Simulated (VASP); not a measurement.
All values below come from MS2 meta-GGA, VASP's PBE PAW potentials (set 64) (plane waves; VASP).

VASP ran on this input.

### INCAR
```
ALGO  =  Normal
EDIFF  =  1E-6
EDIFFG  =  -0.02
ENCUT  =  520
IBRION  =  2
ISIF  =  3
ISMEAR  =  1
LASPH  =  .TRUE.
LCHARG  =  .FALSE.
LMAXMIX  =  4
LMIXTAU  =  .TRUE.
LREAL  =  .FALSE.
LWAVE  =  .FALSE.
METAGGA  =  MS2
NELM  =  100
NSW  =  60
PREC  =  Accurate
SIGMA  =  0.1
SYSTEM  =  NiSi2
```

File KPOINTS:
```
Automatic mesh
0
Gamma
9 9 9
0 0 0
```

**POSCAR**
```
NiSi2
1
    0.0000000000     2.6949412397     2.6949412397
    2.6949412397    -0.0000000000     2.6949412397
    2.6949412397     2.6949412397     0.0000000000
Si Ni
2 1
Direct
  0.2500000000   0.2500000000   0.2500000000
  0.7500000000   0.7500000000   0.7500000000
  0.0000000000   0.0000000000   0.0000000000
```

POTCAR, in this order: Si Ni (PBE.64 set). Program: vasp_std.

Output of the run:

**OUTCAR**
```
 ion  position               nearest neighbor table
   1  0.250  0.250  0.250-   3 2.33   3 2.33   3 2.33   3 2.33   2 2.69   2 2.69   2 2.69   2 2.69
                             2 2.69   2 2.69
   2  0.750  0.750  0.750-   3 2.33   3 2.33   3 2.33   3 2.33   1 2.69   1 2.69   1 2.69   1 2.69
                             1 2.69   1 2.69
   3  0.000  0.000  0.000-   2 2.33   2 2.33   2 2.33   1 2.33   2 2.33   1 2.33   1 2.33   1 2.33
  LATTYP: Found a face centered cubic cell.
 ALAT       =     5.3898824794
 Subroutine PRICEL returns:
 Original cell was already a primitive cell.
 Subroutine GETGRP returns: Found 48 space group operations
The static configuration has the point symmetry O_h .
The dynamic configuration has the point symmetry O_h .
 Subroutine INISYM returns: Found 48 space group operations
 Subroutine IBZKPT returns following result:
 Found     35 irreducible k-points:

 Following reciprocal coordinates:
            Coordinates               Weight
  0.000000  0.000000  0.000000      1.000000
  0.111111  0.000000  0.000000      8.000000
  0.222222  0.000000  0.000000      8.000000
  0.333333  0.000000  0.000000      8.000000
  0.444444  0.000000  0.000000      8.000000
  0.111111  0.111111  0.000000      6.000000
  0.222222  0.111111  0.000000     24.000000
  0.333333  0.111111  0.000000     24.000000
  0.444444  0.111111  0.000000     24.000000
 -0.444444  0.111111  0.000000     24.000000
 -0.333333  0.111111  0.000000     24.000000
 -0.222222  0.111111  0.000000     24.000000
 -0.111111  0.111111  0.000000     12.000000
  0.222222  0.222222  0.000000      6.000000
  0.333333  0.222222  0.000000     24.000000
  0.444444  0.222222  0.000000     24.000000
 -0.444444  0.222222  0.000000     24.000000
 -0.333333  0.222222  0.000000     24.000000
 -0.222222  0.222222  0.000000     12.000000
  0.333333  0.333333  0.000000      6.000000
  0.444444  0.333333  0.000000     24.000000
...
```

**OSZICAR**
```
       N       E                     dE             d eps       ncg     rms          rms(c)
DAV:   1     0.462826745176E+02    0.46283E+02   -0.76259E+03   934   0.135E+03
DAV:   2    -0.368461699957E+02   -0.83129E+02   -0.77355E+02   915   0.239E+02
DAV:   3    -0.410800545914E+02   -0.42339E+01   -0.41246E+01  1213   0.605E+01
DAV:   4    -0.411610825381E+02   -0.81028E-01   -0.80938E-01   980   0.751E+00
DAV:   5    -0.411631248790E+02   -0.20423E-02   -0.20416E-02  1229   0.127E+00    0.252E+01
DAV:   6    -0.463872922335E+02   -0.52242E+01   -0.17151E+02   960   0.315E+02    0.505E+01
DAV:   7    -0.299082622033E+02    0.16479E+02   -0.38029E+01  1090   0.131E+02    0.114E+01
DAV:   8    -0.278138178192E+02    0.20944E+01   -0.58143E+00  1199   0.611E+01    0.411E+00
DAV:   9    -0.279500400284E+02   -0.13622E+00   -0.19974E+00  1219   0.314E+01    0.342E+00
DAV:  10    -0.278448843851E+02    0.10516E+00   -0.11882E+00  1060   0.256E+01    0.156E+00
DAV:  11    -0.278292615816E+02    0.15623E-01   -0.17405E-01  1055   0.834E+00    0.617E-01
DAV:  12    -0.278326678692E+02   -0.34063E-02   -0.12870E-02  1333   0.172E+00    0.249E-01
DAV:  13    -0.278329036827E+02   -0.23581E-03   -0.14864E-03  1045   0.543E-01    0.113E-01
DAV:  14    -0.278326336433E+02    0.27004E-03   -0.19591E-03  1065   0.101E+00    0.473E-02
DAV:  15    -0.278327501662E+02   -0.11652E-03   -0.10409E-03   960   0.612E-01    0.213E-02
DAV:  16    -0.278327454834E+02    0.46829E-05   -0.14031E-04   995   0.219E-01    0.144E-02
DAV:  17    -0.278327556221E+02   -0.10139E-04   -0.70954E-06  1085   0.506E-02    0.711E-03
DAV:  18    -0.278327524565E+02    0.31655E-05   -0.18100E-06   707   0.323E-02    0.186E-03
DAV:  19    -0.278327550706E+02   -0.26141E-05   -0.62611E-07   545   0.124E-02    0.888E-04
DAV:  20    -0.278327536282E+02    0.14424E-05   -0.19588E-07   520   0.852E-03    0.472E-04
DAV:  21    -0.278327541168E+02   -0.48860E-06   -0.44869E-08   485   0.331E-03
   1 F= -.27832754E+02 E0= -.27832760E+02  d E =-.278328E+02
       N       E                     dE             d eps       ncg     rms          rms(c)
DAV:   1    -0.278387212987E+02   -0.59677E-02   -0.51999E-02   998   0.515E+00    0.729E-01
DAV:   2    -0.278500998933E+02   -0.11379E-01   -0.12788E-01  1100   0.968E+00    0.116E+00
DAV:   3    -0.278327574174E+02    0.17342E-01   -0.56990E-02  1071   0.645E+00    0.109E-01
DAV:   4    -0.278327032277E+02    0.54190E-04   -0.12560E-03   955   0.261E-01    0.586E-02
DAV:   5    -0.278326591952E+02    0.44032E-04   -0.17489E-04  1134   0.346E-01    0.141E-02
DAV:   6    -0.278326924044E+02   -0.33209E-04   -0.86221E-05  1125   0.198E-01    0.246E-02
DAV:   7    -0.278326699428E+02    0.22462E-04   -0.31948E-05  1088   0.130E-01    0.283E-03
DAV:   8    -0.278326674378E+02    0.25049E-05   -0.11131E-06   550   0.116E-02    0.165E-03
DAV:   9    -0.278326650297E+02    0.24081E-05   -0.30753E-07   480   0.106E-02    0.598E-04
DAV:  10    -0.278326659470E+02   -0.91729E-06   -0.13635E-07   460   0.688E-03
   2 F= -.27832666E+02 E0= -.27832727E+02  d E =0.881698E-04
       N       E                     dE             d eps       ncg     rms          rms(c)
DAV:   1    -0.278355560465E+02   -0.28910E-02   -0.24734E-02   998   0.355E+00    0.513E-01
DAV:   2    -0.278415849154E+02   -0.60289E-02   -0.63488E-02  1074   0.677E+00    0.800E-01
DAV:   3    -0.278328317026E+02    0.87532E-02   -0.27257E-02  1076   0.458E+00    0.630E-02
DAV:   4    -0.278328377491E+02   -0.60465E-05   -0.77310E-04  1109   0.253E-01    0.556E-02
DAV:   5    -0.278328024919E+02    0.35257E-04   -0.13544E-04  1104   0.302E-01    0.895E-03
DAV:   6    -0.278327944003E+02    0.80916E-05   -0.23179E-05  1100   0.988E-02    0.147E-02
DAV:   7    -0.278327997698E+02   -0.53695E-05   -0.16072E-05  1122   0.945E-02    0.334E-03
DAV:   8    -0.278327975600E+02    0.22098E-05   -0.12995E-06   527   0.290E-02    0.172E-03
DAV:   9    -0.278328019355E+02   -0.43755E-05   -0.52109E-07   455   0.133E-02    0.375E-04
DAV:  10    -0.278328003693E+02    0.15662E-05   -0.21038E-07   455   0.801E-03    0.278E-04
DAV:  11    -0.278328001931E+02    0.17619E-06   -0.30088E-08   455   0.252E-03
   3 F= -.27832800E+02 E0= -.27832822E+02  d E =-.460763E-04
```

**OUTCAR**
```
------------------------ aborting loop because EDIFF is reached ----------------------------------------
  FORCE on cell =-STRESS in cart. coord.  units (eV):
  Direction    XX          YY          ZZ          XY          YZ          ZX
  --------------------------------------------------------------------------------------
  Total        0.0424922      0.0424922      0.0424922      0.0000000      0.0000000      0.0000000
  in kB        1.7368598      1.7368598      1.7368598      0.0000000      0.0000000      0.0000000
  external PRESSURE =       1.7368598 kB  Pullay stress =       0.0000000 kB
  volume of cell :       39.20
      direct lattice vectors                 reciprocal lattice vectors
    -0.000000000  2.696134934  2.696134934    -0.185450659  0.185450659  0.185450659
     2.696134934 -0.000000000  2.696134934     0.185450659 -0.185450659  0.185450659
     2.696134934  2.696134934 -0.000000000     0.185450659  0.185450659 -0.185450659
 POSITION                                       TOTAL-FORCE (eV/Angst)
 -----------------------------------------------------------------------------------
      1.34807      1.34807      1.34807        -0.000000     -0.000000     -0.000000
      4.04420      4.04420      4.04420         0.000000      0.000000      0.000000
      0.00000     -0.00000      0.00000        -0.000000      0.000000      0.000000
 -----------------------------------------------------------------------------------
    total drift:                               -0.000000     -0.000000      0.000000
  FREE ENERGIE OF THE ION-ELECTRON SYSTEM (eV)
  ---------------------------------------------------
  free  energy   TOTEN  =       -27.8328001931 eV

  energy  without entropy=      -27.8328659029  energy(sigma->0) =      -27.83282210

 reached required accuracy - stopping structural energy minimisation
```
(Selected blocks of OUTCAR.)

CONTCAR:
```
NiSi2
   1.00000000000000
    -0.0000000000000000    2.6961349335256859    2.6961349335256859
     2.6961349335256859   -0.0000000000000000    2.6961349335256859
     2.6961349335256859    2.6961349335256859   -0.0000000000000000
  Si              Ni
     2     1
Direct
     0.2500000000000000    0.2500000000000000    0.2500000000000000
     0.7500000000000000    0.7500000000000000    0.7500000000000000
     0.0000000000000000    0.0000000000000000    0.0000000000000000
```

The compound is NiSi2 in the fluorite structure. This run relaxes it. Symmetry was kept, so distortions that lower it aren't found. The start is the result of an earlier pass. The run is not spin-polarised, so no magnetic state was tried.
